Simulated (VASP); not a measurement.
A VASP calculation is set up with these files.

### INCAR
```
ALGO  =  Normal   ! blocked Davidson
ISIF  =  2   ! forces and stress, cell fixed
LORBIT  =  11
LEFG  =  .TRUE.
NELM  =  100
ENCUT  =  520   ! plane-wave cut-off (eV)
EDIFF  =  1E-7   ! SCF stop (eV)
SYSTEM  =  SnSe2
LMAXMIX  =  4   ! l cut-off of mixed one-centre charges
LCHARG  =  .TRUE.
IVDW  =  11   ! D3, zero damping
NEDOS  =  601
PREC  =  Accurate
ISMEAR  =  -5
LASPH  =  .TRUE.
LWAVE  =  .FALSE.
LREAL  =  .FALSE.
GGA  =  PE   ! PBE
```

File KPOINTS:
```
Automatic
0
gamma
 7 7 4
0 0 0
```

**POSCAR**
```
SnSe2
1
    1.9296011868    -3.3421675137     0.0000000000
    1.9296011868     3.3421675137    -0.0000000000
    0.0000000000     0.0000000000     6.2807991454
Sn Se
1 2
Direct
  1.0000000000   0.0000000000   0.0000000000
  0.3333330000   0.6666670000   0.2537145621
  0.6666670000   0.3333330000   0.7462854379
```

POTCAR, in this order: Sn_d Se (PBE.64 set). Program: vasp_std.

Problem. Write an equivalent input for Quantum ESPRESSO's pw.x.

Solution. One equivalent input (not run):
```
&CONTROL
  calculation = 'scf'
  pseudo_dir = './pseudo'
  outdir = './out'
  tprnfor = .true.
  tstress = .true.
/
&SYSTEM
  ibrav = 0
  nat = 3
  ntyp = 2
  ecutwfc = 86
  occupations = 'tetrahedra'
  input_dft = 'pbe'
  vdw_corr = 'grimme-d3'
  dftd3_version = 3
  dftd3_threebody = .false.
/
&ELECTRONS
  conv_thr = 7.3e-09
  electron_maxstep = 100
/
ATOMIC_SPECIES
  Sn 118.710 Sn.upf
  Se 78.971 Se.upf
CELL_PARAMETERS angstrom
     1.9296012   -3.3421675    0.0000000
     1.9296012    3.3421675   -0.0000000
     0.0000000    0.0000000    6.2807991
ATOMIC_POSITIONS crystal
  Sn   1.0000000  0.0000000  0.0000000
  Se   0.3333330  0.6666670  0.2537146
  Se   0.6666670  0.3333330  0.7462854
K_POINTS automatic
  7 7 4 0 0 0
```
What does not carry over: the potentials are each code's own (VASP's PAW set, PseudoDojo norm-conserving files in pw.x), so ENCUT and ecutwfc are chosen apart and not converted; conv_thr bounds pw.x's estimated SCF error, while EDIFF bounds the energy change between steps; the field gradients of LEFG aren't asked of the other code.

The compound is SnSe2 in the 1T layered structure. It was relaxed first.
